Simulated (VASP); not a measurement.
```
O
1.0
    4.04418     0.00000     0.00000
    0.00000     4.04418     0.00000
    0.00000     0.00000     8.78327
O
8
Direct
  0.54914   0.35495   0.53088
  0.13734   0.05540   0.78068
  0.44351   0.63546   0.03076
  0.86014   0.95320   0.27869
  0.05777   0.13376   0.21756
  0.63192   0.44005   0.97112
  0.94963   0.86475   0.72296
  0.37055   0.56243   0.46735
```

The numbers are results of PBEsol GGA, VASP's PBE PAW potentials (set 64) (plane waves; VASP), not measurements. Numerical set-up: 400 eV cut-off, 4×4×2 Γ-centred mesh, Fermi-Dirac smearing of 0.020 eV, potentials O.

At this cut-off the stress carries a Pulay error, which pulls relaxed volumes low.

Task: Estimate the energy per atom (σ→0), pressure, largest force, band gap (on the k-mesh) with the smallest direct gap where there is one.

Result: 
```yaml
band gap (on the k-mesh): none (metal, semimetal or under 0.01 eV)
energy per atom (σ→0): -4.741 eV/atom
pressure: -6.82 GPa
largest_force: 0.04975 Ha/bohr
```

The structure comes from a computed database's O2 entry; how it stands against other phases isn't given here. The cell was not relaxed at this level, atoms are displaced from their ideal sites. The k-mesh is coarse (spacing up to 0.39 per Å, 2π included), so the numbers may not be converged in it.
